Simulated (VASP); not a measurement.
An input for Ansatz (written as the equivalent of a VASP run, and not itself run):

Ansatz 0.2 input:
```yaml
crystal:
  lattice:
    - [-2.9150000, 2.9150000, 1.5900000]
    - [2.9150000, -2.9150000, 1.5900000]
    - [2.9150000, 2.9150000, -1.5900000]
  atoms:
    - { symbol: Sn, position: [0.2500000, 0.7500000, 0.5000000] }
    - { symbol: Sn, position: [0.0000000, 0.0000000, 0.0000000] }
kpoints:
  mp_grid: { grid: [12, 12, 12] }
hamiltonian:
  xc: pbesol
  pseudopotentials: { kind: paw }
scf:
  occupations: { method: methfessel_paxton, width: 0.1 }
  max_iter: 100
relax:
  max_steps: 60
  f_tol: 0.01
  cell: {}
output: { forces: true, stress: true, eigenvalues: true }
```

Translate this input to VASP (INCAR, KPOINTS, POSCAR, choice of POTCAR).

One answer among several that fit: 
POSCAR:
```
Sn
1.0
 -2.9150000000   2.9150000000   1.5900000000
  2.9150000000  -2.9150000000   1.5900000000
  2.9150000000   2.9150000000  -1.5900000000
Sn
2
Cart
  2.9150000000   0.0000000000   0.7950000000
  0.0000000000   0.0000000000   0.0000000000
```

### KPOINTS
```
Automatic mesh
0
gamma
12 12 12
```

### INCAR
```
LWAVE = F
SIGMA = 0.1   # width (eV)
LREAL = F   # projection in real space or not
ISIF = 3
LASPH = T   # aspherical one-centre terms
IBRION = 2   # conjugate gradients
LMAXMIX = 4   # l cut-off of mixed one-centre charges
EDIFF = 1E-6
PREC = Accurate
ALGO = Normal
GGA = PS
NSW = 60
ENCUT = 400   # plane-wave cut-off (eV)
EDIFFG = -0.01   # ionic stop
ISMEAR = 1
SYSTEM = Sn
NELM = 100
LCHARG = F
```

POTCAR, in this order: Sn_d (PBE.64 set). Program: vasp_std.

Limits of the translation: each code has its own PAW files, so the cut-off isn't converted (ENCUT is set for VASP's; basis.ecutwfc is left out, and Ansatz then takes the one that its files recommend); Ansatz stops its SCF on the density residual and VASP on the energy change (EDIFF).

The compound is Sn in the beta structure. This run relaxes it. Symmetry was kept, so distortions that lower it aren't found.
